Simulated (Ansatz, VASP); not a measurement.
# LiMg12 (a cell with a defect): VASP beside Ansatz

```xyz
13
Lattice="6.4200 0.0000 0.0000 -4.8150 8.3398 0.0000 0.0000 0.0000 5.2130" Properties=species:S:1:pos:R:3 pbc="T T T"
Mg    0.4080    0.4572   -0.1845
Mg   -0.1373    2.0035    2.4828
Mg   -1.7485    2.6039   -0.0819
Mg   -1.7775    4.6986    2.3042
Mg   -3.3058    5.6676   -0.1837
Mg   -3.3166    7.4615    2.5663
Mg    3.3067   -0.0622    0.3534
Mg    2.9984    1.8758    2.6934
Mg    1.6827    2.9888    0.0503
Mg    1.5132    4.6928    2.5378
Mg   -0.3484    5.0867   -0.3729
Mg   -0.0952    7.5950    3.1951
Li    0.8527    6.8362    0.9328
```

Alike in both runs: functional PBE; k mesh 3 × 2 × 3; occupations fermi-dirac, width 0.1 eV; no spin polarisation.

Ansatz relaxed the structure, and its values are those at the end. VASP's run is a single point on that final structure, the one shown.

|  | VASP | Ansatz |
| --- | --- | --- |
| version | VASP 6.6.1 | Ansatz 0.2.0 |
| potentials or method | VASP PAW PBE potentials, release 64 (Mg, Li_sv) | scalar-relativistic, plane waves, PAW |
| plane-wave cutoff (eV) | 520 | 420 |
| valence electrons in the cell | 27 | 123 |

```csv
,VASP,Ansatz,Ansatz less VASP
rms of the force components (eV/Å),0.009,0.009,-0.0005
```

The two sets of potentials don't hold the same shells in valence.

Caveats: the k mesh is coarse (spacing up to 0.40 Å⁻¹), so the values aren't converged.
